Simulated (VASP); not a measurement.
Consider the following.

```xyz
2
Lattice="0.0000 3.2517 3.2517 3.2517 0.0000 3.2517 3.2517 3.2517 0.0000" Properties=species:S:1:pos:R:3 pbc="T T T"
Te     3.2517     3.2517     3.2517
Pb     0.0000     0.0000     0.0000
```

Calculation: optB86b-vdW, VASP's PBE PAW potentials (set 64) (plane waves; VASP 6.6.1). Run with 520 eV cut-off, 7×7×7 Γ-centred mesh, Gaussian smearing of 0.050 eV, potentials Te Pb_d.

Question: Estimate the energy per atom (σ→0).

Answer: 
energy per atom (σ→0): -1.290 eV/atom

Only differences to runs with the same potentials and settings are physical.

The compound is PbTe in the rock salt structure. It was relaxed first.
